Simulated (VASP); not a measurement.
Computed with PBE GGA, VASP's PBE PAW potentials (set 64) (plane waves; VASP 6.6.1).

VASP ran on this input.

File POSCAR:
```
CdS
5.9367320
  0.0000000000   0.5000000207   0.5000000207
  0.5000000207   0.0000000000   0.5000000207
  0.5000000207   0.5000000207   0.0000000000
Cd S
1 1
Direct
  0.0000000000   0.0000000000   0.0000000000
  0.2500000000   0.2500000000   0.2500000000
```

### INCAR
```
! general
SYSTEM  = CdS
PREC    = Accurate
ENCUT   = 520   ! plane-wave cut-off (eV)
LREAL   = .FALSE.   ! projection in real space or not
LASPH   = .TRUE.   ! aspherical one-centre terms

! electronic loop
EDIFF   = 1E-6
NELM    = 100   ! most electronic steps
ALGO    = Normal
LMAXMIX = 4   ! l cut-off of mixed one-centre charges

! smearing
ISMEAR  = 0   ! Gaussian
SIGMA   = 0.05   ! width (eV)

! functional
GGA     = PE   ! PBE

! output
LWAVE   = .FALSE.
LCHARG  = .TRUE.
```

KPOINTS:
```
Automatic mesh
0
Gamma
7 7 7
0 0 0
```

POTCAR, in this order: Cd S (PBE.64 set). Program: vasp_std.

### Question
What does the run give for the energy per atom (σ→0), band gap (on the k-mesh)?

### Answer

| Quantity | Result |
|---|---|
| energy per atom (σ→0) | -3.073 eV/atom |
| band gap (on the k-mesh) | 1.03 eV |

### OSZICAR
```
...
DAV:   8    -0.614688133379E+01   -0.16844E-03   -0.18840E-02   560   0.205E+00    0.269E-01
DAV:   9    -0.614671427519E+01    0.16706E-03   -0.25361E-03   595   0.812E-01    0.704E-02
DAV:  10    -0.614688661870E+01   -0.17234E-03   -0.29578E-04   550   0.170E-01    0.825E-02
DAV:  11    -0.614697548614E+01   -0.88867E-04   -0.13849E-04   553   0.124E-01    0.163E-02
DAV:  12    -0.614696337877E+01    0.12107E-04   -0.44623E-05   659   0.962E-02    0.819E-03
DAV:  13    -0.614696464014E+01   -0.12614E-05   -0.47242E-06   545   0.155E-02    0.603E-03
DAV:  14    -0.614696451235E+01    0.12779E-06   -0.16244E-07   355   0.305E-03
   1 F= -.61469645E+01 E0= -.61469645E+01  d E =-.101449E-11
```

The compound is CdS in the zinc blende structure, a metastable form; wurtzite is the usual one. It was relaxed first, which changed the volume by +6 %.
